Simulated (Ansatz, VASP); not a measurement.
# Ni (Ni strained to the junction's net) in two plane-wave programs

One calculation is typed for both programs; each brings its own data sets. How far apart do they land? The structure shown is the end of the Ansatz relaxation below.

Main program and level: Ansatz 0.2.0; plane waves, with VASP 6.6.1 beside it; single point at PBE.

## 1. Starting point

Symmetry: R-3m, No. 166, trigonal system. Conventional cell: a = 2.524 Å, b = 2.524 Å, c = 6.049 Å, α = 90.00°, β = 90.00°, γ = 120.00°. Ni has 12 Ni at 2.49 to 2.52 Å nearest.

As a file:

```cif
data_structure
_symmetry_space_group_name_H-M 'P 1'
_symmetry_Int_Tables_number 1
_cell_length_a 2.5240
_cell_length_b 2.5240
_cell_length_c 6.0488
_cell_angle_alpha 90.000
_cell_angle_beta 90.000
_cell_angle_gamma 120.000
_cell_volume 33.37
loop_
_atom_site_label
_atom_site_type_symbol
_atom_site_fract_x
_atom_site_fract_y
_atom_site_fract_z
_atom_site_occupancy
Ni1 Ni 0.00000 0.00000 0.00000 1
Ni2 Ni 0.33333 0.66667 0.33333 1
Ni3 Ni 0.66667 0.33333 0.66667 1
```

## 2. Ansatz: relaxation, PBE

Ansatz runs on its default PAW (the set named soft_2) files.

This run makes the geometry at which the two programs are then compared.

The input, input.yaml:

```yaml
crystal:
  lattice:
    - [2.524, 0.0, 0.0]
    - [-1.262, 2.1858481192, 0.0]
    - [0.0, 0.0, 6.0368335549]
  atoms:
    - { symbol: Ni, position: [0.0, 0.0, 0.0], spin: 0.7 }
    - { symbol: Ni, position: [0.3333333333, 0.6666666667, 0.3333333333], spin: 0.7 }
    - { symbol: Ni, position: [0.6666666667, 0.3333333333, 0.6666666667], spin: 0.7 }
magnetization:
  spin_polarized: true
kpoints:
  mp_grid: { grid: [18, 18, 5] }
scf:
  occupations: { method: fermi_dirac, width: 0.1 }
  max_iter: 150
hamiltonian:
  xc: pbe
relax:
  f_tol: 0.01
  max_steps: 40
  cell: { fix: [a, b, angles] }
```

On the command line:

```
> ansatz run input.yaml --threads 4 --pin off --max-ram 12288MiB --backend cpu --events-out ev --progress --plain --runs-dir out
```

Numbers of over 12 decimals in the logs are rounded to 6 here.

Log:

```text
Engine: ansatz 0.2.0, aarch64-unknown-linux-gnu
Pseudopotentials: kind: paw
Pseudopotential: Ni, paw, valence charge 18, recommended cutoff 420 eV (normal), Ni.paw.azcp
Functional definition: PBE
  parameter kappa = 0.804
  parameter beta = 0.066725
  exchange = pbe_x(kappa = kappa, mu = beta*pi^2/3)
  correlation = pbe_c(beta = beta)
Crystal: 3 atoms, lattice volume = 33.306 Å³
Basis set: ecut = 420 eV, 639 PW (Γ), exchange–correlation on 36×36×90 points (8 copies of the dense FFT grid, shifted against one another)
Bands: 34, of which v1, the nominal top of the filled ones, is band 27 counted from 1 (26 counted from 0)
Symmetry: 36 space group operations
Space group: R-3m (ITA 166), of the structure as read, at distance tolerance 3.2e-5 Å
Magnetic group: BNS 166.97 (UNI 1327), of the structure as read, at distance tolerance 3.2e-5 Å
k-points: 165 of 1620
Non-local potential: Ni, projectors of the file, l = 0: 3, l = 1: 2, l = 2: 3, l = 3: 1
PAW form: soft (Blöchl's): semilocal exchange-correlation on the pseudo side does not see the compensation charge
PAW one-centre angular grid: Ni, 590 points (default); XC on 64 Gauss nodes
Initial density: superposition of atomic densities (chi_scale 0.1, normalization cell)
Starting moments: Σ|m| = 2.1 μB on 3 of 3 sites
Initial wavefunctions: pseudopotential atomic-orbital guess
Functional: x = pbe(κ = 0.804, μ = 0.219515), c = pbe(β = 0.066725)
iter 1 solved again at ethr=2.34e-3 eV; its pass at ethr=3.10e-3 eV (dr2=1.26e0 eV) is discarded
SCF iter   1: F=—  HF=-17516.817809 eV  |F-HF|=—  |Δ(HF+E_count)|=         —  Δρ=6.33e-2 (↑1.65e-2 ↓6.33e-2)  dr2=1.26e0  dr2_m=1.78e-1  M=2.189 μB ∫|m|=2.310 μB  β_m=0.30  ethr=2.34e-3  ⟨swp⟩=1.0  Hψ=49854  notcnv=0
Mixer restart at iter 1: flushing history
preconditioner: auto → Kerker (q_TF=auto, 2.957 Å⁻¹)  [metal: Δε(μ)=0.001 eV  Ē_g=8.753 eV  σ=0.100 eV  W_gap=0.00  n_scr=10 (ndim 8)  ℏωp=35.2 eV  f_vac=0.000  D(μ)=5.33/eV (n_scr^D=82)]
spin=Collinear: Kerker preconditioning applied to the charge; magnetization (m = ρ↑ − ρ↓) channel mixes plain (no charge-response kernel on spin).
SCF iter   2: F=—  HF=-17516.779727 eV  |F-HF|=—  |Δ(HF+E_count)|=   3.81e-2  Δρ=2.58e-2 (↑2.58e-2 ↓1.57e-2)  dr2=4.15e-2  dr2_m=9.43e-2  M=2.155 μB ∫|m|=2.312 μB  β_m=0.31  ethr=2.34e-3  ⟨swp⟩=2.0  Hψ=17348  notcnv=0
SCF iter   3: F=—  HF=-17517.705852 eV  |F-HF|=—  |Δ(HF+E_count)|=         —  Δρ=2.66e-2 (↑2.66e-2 ↓9.61e-3)  dr2=7.17e-2  dr2_m=7.32e-2  M=2.187 μB ∫|m|=2.380 μB  β_m=0.31  ethr=7.69e-5  ⟨swp⟩=2.0  Hψ=20543  notcnv=0  defer=164
Mixer restart at iter 3: flushing history
SCF iter   4: F=—  HF=-17518.318348 eV  |F-HF|=—  |Δ(HF+E_count)|=   6.12e-1  Δρ=1.85e-2 (↑1.85e-2 ↓6.85e-3)  dr2=7.91e-2  dr2_m=1.88e-2  M=2.113 μB ∫|m|=2.326 μB  β_m=0.66  ethr=7.69e-5  ⟨swp⟩=2.1  Hψ=18263  notcnv=0  defer=164
SCF iter   5: F=—  HF=-17519.154155 eV  |F-HF|=—  |Δ(HF+E_count)|=   8.36e-1  Δρ=1.09e-2 (↑4.05e-3 ↓1.09e-2)  dr2=4.89e-2  dr2_m=5.97e-3  M=1.946 μB ∫|m|=2.203 μB  β_m=0.83  ethr=7.69e-5  ⟨swp⟩=2.1  Hψ=22400  notcnv=0  defer=181
SCF iter   6: F=—  HF=-17519.222571 eV  |F-HF|=—  |Δ(HF+E_count)|=   6.84e-2  Δρ=5.80e-3 (↑2.05e-3 ↓5.80e-3)  dr2=1.35e-2  dr2_m=1.50e-3  M=1.902 μB ∫|m|=2.169 μB  β_m=0.84  ethr=7.69e-5  ⟨swp⟩=1.7  Hψ=15022  notcnv=0  defer=181
SCF iter   7: F=—  HF=-17519.231195 eV  |F-HF|=—  |Δ(HF+E_count)|=   8.62e-3  Δρ=3.00e-3 (↑2.66e-3 ↓3.00e-3)  dr2=4.73e-3  dr2_m=1.33e-5  M=1.893 μB ∫|m|=2.163 μB  β_m=0.65  ethr=2.50e-5  ⟨swp⟩=2.1  Hψ=18581  notcnv=0  defer=214
SCF iter   8: F=—  HF=-17519.229471 eV  |F-HF|=—  |Δ(HF+E_count)|=   1.72e-3  Δρ=7.66e-4 (↑7.66e-4 ↓5.22e-4)  dr2=1.79e-4  dr2_m=8.21e-6  M=1.890 μB ∫|m|=2.161 μB  β_m=0.83  ethr=8.76e-6  ⟨swp⟩=2.0  Hψ=15268  notcnv=0  defer=214
SCF iter   9: F=—  HF=-17519.229420 eV  |F-HF|=—  |Δ(HF+E_count)|=   5.04e-5  Δρ=3.29e-4 (↑2.88e-4 ↓3.29e-4)  dr2=5.65e-5  dr2_m=2.13e-7  M=1.888 μB ∫|m|=2.159 μB  β_m=0.80  ethr=3.31e-7  ⟨swp⟩=2.4  Hψ=18598  notcnv=0  defer=214
SCF iter  10: F=—  HF=-17519.229398 eV  |F-HF|=—  |Δ(HF+E_count)|=   2.25e-5  Δρ=7.34e-5 (↑5.04e-5 ↓7.34e-5)  dr2=2.63e-6  dr2_m=4.89e-8  M=1.887 μB ∫|m|=2.158 μB  β_m=0.90  ethr=1.05e-7  ⟨swp⟩=2.0  Hψ=15263  notcnv=0  defer=214
SCF iter  11: F=—  HF=-17519.229397 eV  |F-HF|=—  |Δ(HF+E_count)|=   7.81e-7  Δρ=5.86e-6 (↑4.42e-6 ↓5.86e-6)  dr2=1.96e-8  dr2_m=2.35e-10  M=1.887 μB ∫|m|=2.158 μB  β_m=0.92  ethr=4.88e-9  ⟨swp⟩=2.0  Hψ=15695  notcnv=0  defer=213
SCF iter  12: F=-17519.229397 eV  HF=-17519.229397 eV  |F-HF|=1.83e-9  |Δ(HF+E_count)|=  4.98e-10  Δρ=2.54e-6 (↑1.24e-6 ↓2.54e-6)  dr2=2.25e-9  dr2_m=1.70e-10  M=1.887 μB ∫|m|=2.158 μB  ethr=3.64e-11  ⟨swp⟩=2.1  Hψ=38223  notcnv=0
SCF 1 converged in 12 iterations: F = -17519.229397 eV  dr2 = 2.25e-9
  greatest PAW one-centre occupation: 1.001 electrons in one spin orbital (limit 2), on the Ni atom at site 2 (counted from 0), in its partial waves of l = 1
[...]
Initial density: handed on by an earlier stage of this run
Starting moments: Σ|m| = 2.1 μB on 3 of 3 sites; this step starts from the density that it was given
Initial wavefunctions: those handed on with the density
iter 1 solved again at ethr=3.58e-8 eV; its pass at ethr=3.10e-3 eV (dr2=1.93e-5 eV) is discarded
SCF iter   1: F=—  HF=-17519.229492 eV  |F-HF|=—  |Δ(HF+E_count)|=         —  Δρ=1.60e-4 (↑1.34e-4 ↓1.60e-4)  dr2=1.59e-5  dr2_m=2.12e-7  M=1.887 μB ∫|m|=2.159 μB  β_m=0.65  ethr=3.58e-8  ⟨swp⟩=2.0  Hψ=46449  notcnv=0
preconditioner: auto → none  [metal: Δε(μ)=0.001 eV  Ē_g=9.369 eV  σ=0.100 eV  W_gap=0.00  n_scr=2 (ndim 8)  ℏωp=35.2 eV  f_vac=0.000  D(μ)=5.03/eV (n_scr^D=82)]
SCF iter   2: F=—  HF=-17519.229498 eV  |F-HF|=—  |Δ(HF+E_count)|=   5.49e-6  Δρ=2.38e-4 (↑2.04e-4 ↓2.38e-4)  dr2=3.36e-5  dr2_m=1.34e-7  M=1.887 μB ∫|m|=2.159 μB  β_m=0.30  ethr=2.94e-8  ⟨swp⟩=2.0  Hψ=20247  notcnv=0
SCF iter   3: F=—  HF=-17519.229487 eV  |F-HF|=—  |Δ(HF+E_count)|=   1.07e-5  Δρ=4.00e-5 (↑1.43e-5 ↓4.00e-5)  dr2=1.59e-7  dr2_m=1.00e-7  M=1.887 μB ∫|m|=2.159 μB  β_m=0.55  ethr=2.94e-8  ⟨swp⟩=2.6  Hψ=20365  notcnv=0
SCF iter   4: F=—  HF=-17519.229489 eV  |F-HF|=—  |Δ(HF+E_count)|=   1.77e-6  Δρ=2.53e-5 (↑5.06e-6 ↓2.53e-5)  dr2=1.43e-7  dr2_m=5.12e-8  M=1.888 μB ∫|m|=2.159 μB  β_m=0.78  ethr=2.94e-10  ⟨swp⟩=2.0  Hψ=19954  notcnv=0
SCF iter   5: F=—  HF=-17519.229489 eV  |F-HF|=—  |Δ(HF+E_count)|=   5.89e-7  Δρ=2.47e-5 (↑5.73e-6 ↓2.47e-5)  dr2=1.58e-7  dr2_m=3.18e-8  M=1.888 μB ∫|m|=2.159 μB  β_m=0.88  ethr=2.64e-10  ⟨swp⟩=2.1  Hψ=14103  notcnv=0
SCF iter   6: F=-17519.229490 eV  HF=-17519.229490 eV  |F-HF|=3.55e-9  |Δ(HF+E_count)|=   3.07e-7  Δρ=7.52e-6 (↑2.32e-6 ↓7.52e-6)  dr2=5.59e-9  dr2_m=3.08e-9  M=1.888 μB ∫|m|=2.160 μB  ethr=2.64e-10  ⟨swp⟩=3.0  Hψ=40568  notcnv=0
SCF 2 converged in 6 iterations: F = -17519.229490 eV  dr2 = 5.59e-9
relax step   2: F+E_penalty+E_count = -17519.22948962 eV  Δ(F+E_penalty+E_count) = -9.264e-5 eV  max|allowed force component| = 7.992e-28 eV/Å  Δτ_max = 0.0000 Å  P = -3.362 GPa  Ω = 33.335 Å³  energy of the carried Pulay correction = -1.038e-5 eV  fix = [a, b, alpha, beta, gamma]  reactions: a -5.242, b -5.242 GPa  (6 SCF iters, dr2 threshold 3.00e-7 eV, accepted)
[...]
relax step   3: F+E_penalty+E_count = -17519.22952274 eV  Δ(F+E_penalty+E_count) = -3.312e-5 eV  max|allowed force component| = 4.442e-26 eV/Å  Δτ_max = 0.0000 Å  P = -3.569 GPa  Ω = 33.372 Å³  energy of the carried Pulay correction = -2.330e-5 eV  fix = [a, b, alpha, beta, gamma]  reactions: a -5.355, b -5.355 GPa  (6 SCF iters, dr2 threshold 3.00e-7 eV, accepted)
[...]
relax step   4: F+E_penalty+E_count = -17519.22954500 eV  Δ(F+E_penalty+E_count) = -2.225e-5 eV  max|allowed force component| = 3.247e-29 eV/Å  Δτ_max = 0.0000 Å  P = -3.570 GPa  Ω = 33.372 Å³  fix = [a, b, alpha, beta, gamma]  reactions: a -5.356, b -5.356 GPa  stress off target by 7.96e-5 GPa on what of the cell is left free  SCF on the basis re-selected at this cell (its energy is not comparable with the rows above)  (7 SCF iters)
basis re-selected at this cell: Δ(F+E_penalty+E_count) = -2.225e-5 eV, ΔP = -0.001 GPa vs the last step (what re-selecting the basis moved, of the pressure what is left beyond the Pulay correction that the steps carried, after the strain that the cell walked since its last selection, with what the two solves' SCF thresholds leave and, on support functions, any second-order correction that the steps lacked; it is no m [...]
SCF converged after 7 iterations
Magnetization: 1.8891 μB (27.9446 up, 26.0554 down)
Absolute magnetization: 2.1635 μB (∫|ρ↑−ρ↓|, with the PAW one-centre terms)
Spin contamination: 0.0217 ħ² per cell (⟨S²⟩ above its minimum at these occupations)
Per-site moments (μB) at R_I (Å): [(0.669058, 1.026196), (0.669058, 1.026196), (0.669058, 1.026196)]
Free energy (F): -17519.229545 eV
Harris-Foulkes:  -17519.229545 eV  (|F-HF|=7.28e-12)
Internal energy: -17519.066550 eV  (E = F + TS)
E sigma→0 (E₀):  -17519.148047 eV
Entropy (-TS):   -0.162995 eV (-54.332 meV/atom)
Fermi energy:    17.675896 eV
--- Per-component energies (eV) ---
  E_band       = -877.084902
  E_kinetic    = 845.075672
  E_local      = -10422.247407  (includes V_loc(G=0)·N_el)
  E_nonlocal   = 1907.488895
  E_hartree    = 4348.086555
  E_xc         = -253.719478
  E_vxc        = -327.123369  (∫ρ·V_xc dr)
  E_paw        = -4889.619809  (= ΣΔE_a)
  E_vpaw       = -1576.453365  (= ΣTr[D̂ρ^β])
  E_aug_tail   = 0.001422  (compensation charges beyond the density's cutoff)
  E_ewald      = -9054.132399
  E_smearing   = -0.162995  (= −TS)
  E_closure    = 0.000000  (closes the sum)
  Σ components = -17519.229545   (vs F -17519.229545, Δ=0.00e0)
--- Forces (eV/Å), atoms counted from 1 ---
  atom   1  Ni    -0.00000000     0.00000000     0.00000000
  atom   2  Ni    -0.00000000    -0.00000000     0.00000000
  atom   3  Ni    -0.00000000    -0.00000000    -0.00000000
  max |Σ_I F_I| component: 6.97e-29 eV/Å
--- Stress (GPa, compression-positive) ---
       -5.355656      -0.000000      -0.000000
        0.000000      -5.355656       0.000000
       -0.000000       0.000000       0.000080
  P = ⅓ Tr σ = -3.5704 GPa (-35.704 kbar)
--- Relaxed structure (3 steps of the walk, 3 accepted, 1 SCFs on fresh bases) ---
  F+E_penalty+E_count = -17519.22954500 eV   max|allowed force component| = 3.247e-29 eV/Å   (the final SCF, on the basis selected at the relaxed cell)
  cell:  # Å, volume = 33.3719 Å³
    - [2.524000, 0, 0]
    - [-1.262000, 2.185848, 0]
    - [0, 0, 6.048824]
  atoms:
    - { symbol: Ni, position: [0, 0, 0] }
    - { symbol: Ni, position: [0.333333, 0.666667, 0.333333] }
    - { symbol: Ni, position: [0.666667, 0.333333, 0.666667] }
```

In the SCF lines HF is the Harris–Foulkes energy and dr2 the Hartree energy of the density residual, in eV; the loop may stop once dr2 is under the threshold and the program's other checks hold. Hψ counts applications of the Hamiltonian.

## 3. VASP: single point, PBE

The same cell, functional, mesh and smearing now go to VASP, with its own data sets.

Lines of VASP's logs that name or quote its potential files are left out, and so is its time.

The input, INCAR:

```
SYSTEM = Ni
PREC = Accurate
ENCUT = 600
EDIFF = 1E-06
NELM = 200
ISMEAR = -1
SIGMA = 0.1
LREAL = .FALSE.
ALGO = Normal
GGA = PE
NBANDS = 24
ISPIN = 2
MAGMOM = 0.67 0.67 0.67
LASPH = .TRUE.
LMAXMIX = 4
LORBIT = 11
LWAVE = .FALSE.
LCHARG = .FALSE.
ISIF = 2
GGA_COMPAT = .FALSE.
KPAR = 2
```

The input, POSCAR:

```
Ni
1.0
    2.5240000000      0.0000000000      0.0000000000
   -1.2620000000      2.1858481192      0.0000000000
    0.0000000000      0.0000000000      6.0488240305
Ni
3
Direct
    0.0000000000      0.0000000000      0.0000000000
    0.3333333333      0.6666666667      0.3333333333
    0.6666666667      0.3333333333      0.6666666667
```

The input, KPOINTS:

```
Automatic mesh
0
Gamma
18 18 5
0 0 0
```

PAW data sets: Ni (PBE family, release 64).

On the command line:

```
> mpirun -np 2 vasp_std
```

Log:

```text
[banner, memory and clock lines left out]
running    2 mpi-ranks, on    1 nodes
 distrk:  each k-point on    1 cores,    2 groups
 distr:  one band on    1 cores,    1 groups

 POSCAR found type information on POSCAR Ni
 POSCAR found :  1 types and       3 ions
 LDA part: xc-table for (Slater+PW92), standard interpolation
 POSCAR, INCAR and KPOINTS ok, starting setup
 FFT: planning ... GRIDC
 FFT: planning ... GRID_SOFT
 FFT: planning ... GRID
 WAVECAR not read
 entering main loop
       N       E                     dE             d eps       ncg     rms          rms(c)
DAV:   1     0.174773020978E+03    0.17477E+03   -0.14537E+04 16576   0.194E+03
DAV:   2    -0.107743879732E+02   -0.18555E+03   -0.17338E+03 15896   0.313E+02
DAV:   3    -0.194354623356E+02   -0.86611E+01   -0.83425E+01 18440   0.913E+01
DAV:   4    -0.195530847974E+02   -0.11762E+00   -0.11757E+00 19824   0.953E+00
DAV:   5    -0.195562606155E+02   -0.31758E-02   -0.31757E-02 19048   0.137E+00    0.168E+01
DAV:   6    -0.175564964472E+02    0.19998E+01   -0.19003E+01 17376   0.765E+01    0.107E+01
DAV:   7    -0.165252452351E+02    0.10313E+01   -0.39346E+00 18192   0.321E+01    0.314E+00
DAV:   8    -0.164875653437E+02    0.37680E-01   -0.38857E-02 20952   0.206E+00    0.154E+00
DAV:   9    -0.164805028234E+02    0.70625E-02   -0.20295E-03 23960   0.477E-01    0.479E-01
DAV:  10    -0.164789631796E+02    0.15396E-02   -0.42820E-04 21288   0.233E-01    0.138E-01
DAV:  11    -0.164788503877E+02    0.11279E-03   -0.23418E-04 21704   0.195E-01    0.391E-02
DAV:  12    -0.164788357039E+02    0.14684E-04   -0.18782E-05 19968   0.466E-02    0.197E-02
DAV:  13    -0.164788357261E+02   -0.22260E-07   -0.23992E-06 16120   0.140E-02
   1 F= -.16478836E+02 E0= -.16396421E+02  d E =-.164829E+00  mag=     1.8496
```

[end of part 1 of 2]

[Lines on the potential files, build, host, timing and source positions are cut from VASP's logs without a mark.]

[Logs are printed without paths, hosts, clocks, repeated set-up lines and the standing remarks that a program may print on its own settings, such as how far it seeks lower states.]

[Hosts, paths, dates, database ids (printed as entryN), source tags and the programs' standing remarks are cut or masked in the printed files.]
